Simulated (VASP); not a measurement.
# Sn (Tin): the relaxed cell at several levels of theory

Aim: relax Sn (Tin) at several levels of theory and compare the cells. The starting structure is a measured crystal structure from the Crystallography Open Database. The first relaxation on each setting starts from this cell expanded by 3 % in volume.

Main program and level: VASP 6.6.1; Kohn-Sham DFT with plane waves and PAW; PBEsol, LDA, PBE, PBEsol + D3(BJ), r2SCAN, r2SCAN + rVV10, optB86b-vdW and TPSS.

## (1) The starting structure

The structure is tetragonal, space group I4_1/amd (No. 141). Conventional cell: a = 5.831 Å, b = 5.831 Å, c = 3.181 Å, α = 90.00°, β = 90.00°, γ = 90.00°. Nearest to Sn lie 6 Sn at 3.02 to 3.18 Å.

Structure file:

```xyz
2
Lattice="-2.9157 2.9157 1.5906 2.9157 -2.9157 1.5906 2.9157 2.9157 -1.5906" Properties=species:S:1:pos:R:3 pbc="T T T"
Sn    0.0000    2.9157    0.7953
Sn    0.0000    0.0000    0.0000
```

## (2) Relaxation with PBEsol

PBEsol restores the gradient expansion of exchange and is tuned for the cells of solids. This run starts from the cell of an earlier relaxation, which isn't shown; the restart sets up the plane waves anew.

Contents of INCAR:

```
SYSTEM = Sn
PREC = Accurate
ENCUT = 450
EDIFF = 1E-06
NELM = 100
ISMEAR = 1
SIGMA = 0.15
LREAL = .FALSE.
ALGO = Normal
GGA = PS
NBANDS = 20
LORBIT = 11
LWAVE = .FALSE.
LCHARG = .FALSE.
KPAR = 4
IBRION = 2
NSW = 50
ISIF = 3
EDIFFG = -0.006
```

Contents of POSCAR:

```
Sn
1.0
   -2.9196899939      2.9196899939      1.5752373052
    2.9196899939     -2.9196899939      1.5752373052
    2.9196899939      2.9196899939     -1.5752373052
Sn
2
Direct
    0.7500000000      0.2500000000      0.5000000000
    0.0000000000      0.0000000000      0.0000000000
```

Contents of KPOINTS:

```
Automatic mesh
0
Gamma
16 16 16
0 0 0
```

Potentials, in the order of the species: Sn_d (PBE family, release 64).

Run with:

```
$ mpirun -np 4 vasp_std
```

What it wrote:

```text
[banner, memory and clock lines left out]
running    4 mpi-ranks, on    1 nodes
 distrk:  each k-point on    1 cores,    4 groups
 distr:  one band on    1 cores,    1 groups

 POSCAR found type information on POSCAR Sn
 POSCAR found :  1 types and       2 ions
|                                                                             |
|               ----> ADVICE to this user running VASP <----                  |
|                                                                             |
|     You enforced a specific xc type in the INCAR file but a different       |
|     [... a line on the potential file left out ...]
|     I HOPE YOU KNOW WHAT YOU ARE DOING!                                     |
|                                                                             |

 LDA part: xc-table for (Slater+PW92), standard interpolation
 POSCAR, INCAR and KPOINTS ok, starting setup
 FFT: planning ... GRIDC
 FFT: planning ... GRID_SOFT
 FFT: planning ... GRID
 WAVECAR not read
 entering main loop
       N       E                     dE             d eps       ncg     rms          rms(c)
DAV:   1     0.206092135686E+03    0.20609E+03   -0.13477E+04 14136   0.201E+03
DAV:   2     0.115660026396E+02   -0.19453E+03   -0.19122E+03 14040   0.428E+02
DAV:   3    -0.795348030698E+01   -0.19519E+02   -0.19351E+02 15876   0.131E+02
DAV:   4    -0.854311592171E+01   -0.58964E+00   -0.58916E+00 15828   0.255E+01
DAV:   5    -0.856720259787E+01   -0.24087E-01   -0.24086E-01 19436   0.478E+00    0.247E+00
DAV:   6    -0.853359431101E+01    0.33608E-01   -0.51281E-02 19104   0.339E+00    0.133E+00
DAV:   7    -0.852342649190E+01    0.10168E-01   -0.25784E-02 19028   0.237E+00    0.193E-01
DAV:   8    -0.852285860491E+01    0.56789E-03   -0.22045E-03 17592   0.674E-01    0.312E-02
DAV:   9    -0.852286456038E+01   -0.59555E-05   -0.62201E-05 18888   0.734E-02    0.130E-02
DAV:  10    -0.852286387518E+01    0.68521E-06   -0.46596E-06 16340   0.276E-02
   1 F= -.85228639E+01 E0= -.85227558E+01  d E =-.852286E+01
 curvature:   0.00 expect dE= 0.000E+00 dE for cont linesearch  0.000E+00
 trial: gam= 0.00000 g(F)=  0.237E-47 g(S)=  0.172E-04 ort = 0.000E+00 (trialstep = 0.100E+01)
 search vector abs. value=  0.172E-04
 bond charge predicted
       N       E                     dE             d eps       ncg     rms          rms(c)
DAV:   1    -0.852316886830E+01   -0.30431E-03   -0.64991E-03 16436   0.126E+00    0.935E-02
DAV:   2    -0.852293187815E+01    0.23699E-03   -0.45533E-04 17168   0.345E-01    0.430E-02
DAV:   3    -0.852287043457E+01    0.61444E-04   -0.17087E-04 19296   0.202E-01    0.660E-03
DAV:   4    -0.852286605141E+01    0.43832E-05   -0.10657E-05 16432   0.392E-02    0.199E-03
DAV:   5    -0.852286548885E+01    0.56255E-06   -0.33207E-07  8792   0.772E-03
   2 F= -.85228655E+01 E0= -.85227602E+01  d E =-.161368E-05
 trial-energy change:   -0.000002  1 .order   -0.000002   -0.000017    0.000014
 step:   0.5575(harm=  0.5575)  dis= 0.00000  next Energy=    -8.522869 (dE=-0.480E-05)
 bond charge predicted
       N       E                     dE             d eps       ncg     rms          rms(c)
DAV:   1    -0.852292608279E+01   -0.60031E-04   -0.12673E-03 16392   0.556E-01    0.414E-02
DAV:   2    -0.852287824507E+01    0.47838E-04   -0.89462E-05 17048   0.153E-01    0.191E-02
DAV:   3    -0.852286674002E+01    0.11505E-04   -0.33262E-05 18752   0.892E-02    0.299E-03
DAV:   4    -0.852286703070E+01   -0.29067E-06   -0.18164E-06  9668   0.172E-02
   3 F= -.85228670E+01 E0= -.85227606E+01  d E =-.315552E-05
 curvature:  -0.28 expect dE=-0.190E-06 dE for cont linesearch -0.476E-07
 trial: gam= 0.00000 g(F)=  0.313E-49 g(S)=  0.681E-06 ort =-0.171E-05 (trialstep = 0.911E+00)
 search vector abs. value=  0.682E-06
 reached required accuracy - stopping structural energy minimisation
```

Run time: 74 s. Hardware: 4 MPI ranks of Intel Xeon Platinum 8259CL at 2.50GHz (Skylake/Cascade Lake), shared host; peak memory 1.4 GiB.

Lines that name or quote the potential files are left out of all logs, and their timing lines are given in words.

OUTCAR, selected parts (step 2):

```text
ion  position               nearest neighbor table
   1  0.750  0.250  0.500-   2 3.02   2 3.02   2 3.02   2 3.02   2 3.76   2 3.76   2 3.76   2 3.76

  LATTYP: Found a body centered tetragonal cell.
 ALAT       =     5.8393799878
 C/A-ratio  =     0.5395221097

 Subroutine GETGRP returns: Found 16 space group operations
 (whereof  8 operations were pure point group operations)

The static configuration has the point symmetry D_2d.
 The point group associated with its full space group is D_4h.

 Found    349 irreducible k-points:

   k-points           NKPTS =    349   k-points in BZ     NKDIM =    349   number of bands    NBANDS=     20

   dimension x,y,z NGX =    32 NGY =   32 NGZ =   32
   dimension x,y,z NGXF=    64 NGYF=   64 NGZF=   64

   ENCUT  =  450.0 eV  33.07 Ry    5.75 a.u.   7.64  7.64  7.64*2*pi/ulx,y,z

   NELECT =      28.0000    total number of electrons

 k-points in reciprocal lattice and weights: Automatic mesh
   0.00000000  0.00000000  0.00000000       0.000
   0.06250000  0.00000000 -0.00000000       0.002
   0.12500000  0.00000000 -0.00000000       0.002
   0.18750000  0.00000000  0.00000000       0.002
   0.25000000  0.00000000 -0.00000000       0.002
   0.31250000  0.00000000  0.00000000       0.002
   0.37500000  0.00000000  0.00000000       0.002
   0.43750000  0.00000000 -0.00000000       0.002
   0.50000000  0.00000000 -0.00000000       0.001
[...]
-0.43750000 -0.43750000  0.43750000       0.000
   0.50000000  0.50000000  0.50000000       0.000

 average (electrostatic) potential at core
       1 -98.7916       2 -98.7916

 E-fermi :   7.9422

 k-point     1 :       0.0000    0.0000    0.0000
  band No.  band energies     occupation
    ...
     10     -13.1171      2.00000
     11      -3.2886      2.00000
     12       4.2124      2.00000
     13       5.8939      2.00000
     14       5.8939      2.00000
     15      10.8390     -0.00000
     16      14.1185      0.00000
     17      14.1185      0.00000
     18      14.9847      0.00000
     19      15.0860      0.00000
    ...

 k-point     2 :       0.0625    0.0000   -0.0000
  band No.  band energies     occupation
    ...
     10     -13.1198      2.00000
     11      -3.2097      2.00000
     12       4.0908      2.00000
     13       5.9014      2.00000
     14       6.1666      2.00000
     15      10.9721      0.00000
     16      13.7528      0.00000
     17      14.1295      0.00000
     18      14.3228      0.00000
     19      14.3755      0.00000
    ...

 k-point     3 :       0.1250    0.0000   -0.0000
  band No.  band energies     occupation
    ...
     10     -13.1274      2.00000
     11      -2.9727      2.00000
     12       3.8773      2.00000
     13       5.9318      2.00000
     14       6.8272      2.00000
     15      11.3584      0.00000
     16      12.4335      0.00000
     17      12.9145      0.00000
     18      13.5055      0.00000
     19      14.0652      0.00000
    ...

  Total       -0.0037415     -0.0037415     -0.0005046      0.0000000      0.0000000      0.0000000
  in kB       -0.1115425     -0.1115425     -0.0150437      0.0000000      0.0000000      0.0000000
  external PRESSURE =      -0.0793762 kB  Pullay stress =       0.0000000 kB

  energy-cutoff  :      450.00
  volume of cell :       53.74
      direct lattice vectors                 reciprocal lattice vectors
    -2.919998551  2.919998551  1.575752032     0.000000000  0.171232962  0.317308809
     2.919998551 -2.919998551  1.575752032     0.171232962  0.000000000  0.317308809
     2.919998551  2.919998551 -1.575752032     0.171232962  0.171232962  0.000000000

 POSITION                                       TOTAL-FORCE (eV/Angst)
 -----------------------------------------------------------------------------------
      0.00000      2.92000      0.78788        -0.000000     -0.000000     -0.000000
     -0.00000      0.00000      0.00000         0.000000      0.000000      0.000000
 -----------------------------------------------------------------------------------
    total drift:                                0.000000     -0.000000      0.000000

  FREE ENERGIE OF THE ION-ELECTRON SYSTEM (eV)
  ---------------------------------------------------
  free  energy   TOTEN  =        -8.5228670307 eV

  energy  without entropy=       -8.5225476087  energy(sigma->0) =       -8.52276056

 reached required accuracy - stopping structural energy minimisation

 total charge
# of ion       s       p       d       tot
------------------------------------------
    1        1.230   1.021   9.979  12.230
    2        1.230   1.021   9.979  12.230
--------------------------------------------------
tot          2.461   2.041  19.957  24.459

[... 3 further parts left out ...]
```

CONTCAR:

```
Sn
   1.00000000000000
    -2.9199985510455502    2.9199985510455502    1.5757520316234885
     2.9199985510455502   -2.9199985510455502    1.5757520316234885
     2.9199985510455502    2.9199985510455502   -1.5757520316234885
  Sn
     2
Direct
     0.7500000000000000    0.2500000000000000    0.5000000000000000
     0.0000000000000000    0.0000000000000000    0.0000000000000000
```

The PAW data sets were made with PBE, which is usual practice but a small mismatch for other functionals. The run keeps the 16 symmetry operations of its start, so it cannot find a distortion of lower symmetry.

With PBEsol the relaxed cell holds 26.871 Å³ an atom, -0.65 % against the measured cell, with a = 5.840 Å and c = 3.152 Å.

## (3) Relaxation with LDA

LDA, the lowest rung, knows the local density alone. This run starts from the cell of an earlier relaxation, which isn't shown; the restart sets up the plane waves anew.

Changes to INCAR since step 2:

```diff
@@ -9,3 +9,3 @@
 ALGO = Normal
-GGA = PS
+GGA = CA
 NBANDS = 20
```

Contents of POSCAR:

```
Sn
1.0
   -2.8947740157      2.8947740157      1.5621555856
    2.8947740157     -2.8947740157      1.5621555856
    2.8947740157      2.8947740157     -1.5621555856
Sn
2
Direct
    0.7500000000      0.2500000000      0.5000000000
    0.0000000000      0.0000000000      0.0000000000
```

KPOINTS is that of step 2.

Potentials, in the order of the species: Sn_d (LDA family, release 64).

Run with:

```
$ mpirun -np 4 vasp_std
```

What it wrote:

```text
[banner, memory and clock lines left out]
running    4 mpi-ranks, on    1 nodes
[...]
LDA part: xc-table for (Slater(with rela. corr.)+CA(PZ))
 , standard interpolation
 POSCAR, INCAR and KPOINTS ok, starting setup
[...]
entering main loop
       N       E                     dE             d eps       ncg     rms          rms(c)
DAV:   1     0.208776327999E+03    0.20878E+03   -0.13516E+04 14184   0.204E+03
DAV:   2     0.118062571124E+02   -0.19697E+03   -0.19353E+03 14036   0.432E+02
DAV:   3    -0.837731941726E+01   -0.20184E+02   -0.20020E+02 15900   0.134E+02
DAV:   4    -0.900065209160E+01   -0.62333E+00   -0.62287E+00 15940   0.262E+01
[...]
DAV:   8    -0.898254166268E+01    0.55766E-03   -0.19669E-03 17800   0.653E-01    0.332E-02
DAV:   9    -0.898254688053E+01   -0.52178E-05   -0.50688E-05 18952   0.643E-02    0.144E-02
DAV:  10    -0.898254720723E+01   -0.32671E-06   -0.44031E-06 16536   0.259E-02
   1 F= -.89825472E+01 E0= -.89824391E+01  d E =-.898255E+01
[...]
reached required accuracy - stopping structural energy minimisation
```

Run time: 48 s. Hardware: 4 MPI ranks; peak memory 1.3 GiB.

From OUTCAR (step 3):

```text
  Total        0.0078824      0.0078824      0.0118624      0.0000000      0.0000000      0.0000000
  in kB        0.2411880      0.2411880      0.3629705      0.0000000      0.0000000      0.0000000
  external PRESSURE =       0.2817822 kB  Pullay stress =       0.0000000 kB

 POSITION                                       TOTAL-FORCE (eV/Angst)
 -----------------------------------------------------------------------------------
     -0.00000      2.89477      0.78108        -0.000000     -0.000000     -0.000000
      0.00000      0.00000      0.00000         0.000000      0.000000      0.000000
 -----------------------------------------------------------------------------------
    total drift:                                0.000000     -0.000000      0.000000

  FREE ENERGIE OF THE ION-ELECTRON SYSTEM (eV)
  ---------------------------------------------------
  free  energy   TOTEN  =        -8.9825472072 eV

  energy  without entropy=       -8.9822228747  energy(sigma->0) =       -8.98243910

[... 2 parts as in an earlier step ...]

[... 2 further parts left out ...]
[key lines of the parts left out:]
E-fermi :   8.1608
```

With LDA the relaxed cell holds 26.181 Å³ an atom, -3.20 % against the measured cell, with a = 5.790 Å and c = 3.124 Å. That is -2.57 % from PBEsol.

## (4) Relaxation with PBE

PBE, the usual starting point, adds the gradient of the density. This run starts from the cell of an earlier relaxation, which isn't shown; the restart sets up the plane waves anew.

Changes to INCAR since step 3:

```diff
@@ -9,3 +9,3 @@
 ALGO = Normal
-GGA = CA
+GGA = PE
 NBANDS = 20
```

Contents of POSCAR:

```
Sn
1.0
   -2.9744005898      2.9744005898      1.6061832262
    2.9744005898     -2.9744005898      1.6061832262
    2.9744005898      2.9744005898     -1.6061832262
Sn
2
Direct
    0.7500000000      0.2500000000      0.5000000000
    0.0000000000      0.0000000000      0.0000000000
```

KPOINTS is that of step 3.

PAW data sets: Sn_d (PBE family, release 64).

Run with:

```
$ mpirun -np 4 vasp_std
```

What it wrote:

```text
[banner, memory and clock lines left out]
running    4 mpi-ranks, on    1 nodes
[...]
LDA part: xc-table for (Slater+PW92), standard interpolation
 POSCAR, INCAR and KPOINTS ok, starting setup
[...]
entering main loop
       N       E                     dE             d eps       ncg     rms          rms(c)
DAV:   1     0.207150318889E+03    0.20715E+03   -0.13548E+04 14072   0.197E+03
DAV:   2     0.127996457835E+02   -0.19435E+03   -0.19108E+03 14048   0.427E+02
DAV:   3    -0.699145016055E+01   -0.19791E+02   -0.19606E+02 15928   0.132E+02
DAV:   4    -0.760514990465E+01   -0.61370E+00   -0.61309E+00 15688   0.260E+01
[...]
DAV:   8    -0.761418913434E+01    0.88198E-05   -0.18573E-03 16980   0.584E-01    0.382E-02
DAV:   9    -0.761419561248E+01   -0.64781E-05   -0.56532E-05 19048   0.702E-02    0.144E-02
DAV:  10    -0.761419492216E+01    0.69032E-06   -0.80276E-06 17516   0.381E-02
   1 F= -.76141949E+01 E0= -.76141249E+01  d E =-.761419E+01
[...]
N       E                     dE             d eps       ncg     rms          rms(c)
DAV:   1    -0.761430996722E+01   -0.11435E-03   -0.25407E-03 16288   0.695E-01    0.554E-02
DAV:   2    -0.761422516901E+01    0.84798E-04   -0.16587E-04 18412   0.207E-01    0.278E-02
DAV:   3    -0.761419898322E+01    0.26186E-04   -0.69538E-05 18972   0.129E-01    0.523E-03
DAV:   4    -0.761420015869E+01   -0.11755E-05   -0.78301E-06 15656   0.337E-02    0.153E-03
DAV:   5    -0.761420031542E+01   -0.15674E-06   -0.23811E-07  8340   0.647E-03
   2 F= -.76142003E+01 E0= -.76141304E+01  d E =-.539327E-05
 trial-energy change:   -0.000005  1 .order   -0.000005   -0.000009    0.000000
 step:   0.9805(harm=  0.9805)  dis= 0.00000  next Energy=    -7.614199 (dE=-0.457E-05)
 reached required accuracy - stopping structural energy minimisation
```

Wall time 53 s (4 MPI ranks); peak memory 1.5 GiB.

Parts of OUTCAR (step 4):

```text
  Total        0.0008198      0.0008198      0.0026446      0.0000000      0.0000000      0.0000000
  in kB        0.0231205      0.0231205      0.0745823      0.0000000      0.0000000      0.0000000
  external PRESSURE =       0.0402744 kB  Pullay stress =       0.0000000 kB

 POSITION                                       TOTAL-FORCE (eV/Angst)
 -----------------------------------------------------------------------------------
      0.00000      2.97344      0.80320        -0.000000     -0.000000      0.000000
      0.00000      5.94688      0.00000         0.000000      0.000000     -0.000000
 -----------------------------------------------------------------------------------
    total drift:                               -0.000000     -0.000000      0.000000

  FREE ENERGIE OF THE ION-ELECTRON SYSTEM (eV)
  ---------------------------------------------------
  free  energy   TOTEN  =        -7.6142003154 eV

  energy  without entropy=       -7.6139906532  energy(sigma->0) =       -7.61413043

[... 2 parts as in an earlier step ...]

[... 2 further parts left out ...]
[key lines of the parts left out:]
E-fermi :   7.4328
```

With PBE the relaxed cell holds 28.405 Å³ an atom, +5.03 % against the measured cell, with a = 5.947 Å and c = 3.213 Å. That is +5.71 % from PBEsol.

(Part 1 of 2 ends here.)

[Lines on the potential files, build, host, timing and source positions are cut from VASP's logs without a mark.]

[Logs are printed without paths, hosts, clocks, repeated set-up lines and the standing remarks that a program may print on its own settings, such as how far it seeks lower states.]

[Hosts, paths, dates, database ids (printed as entryN), source tags and the programs' standing remarks are cut or masked in the printed files.]
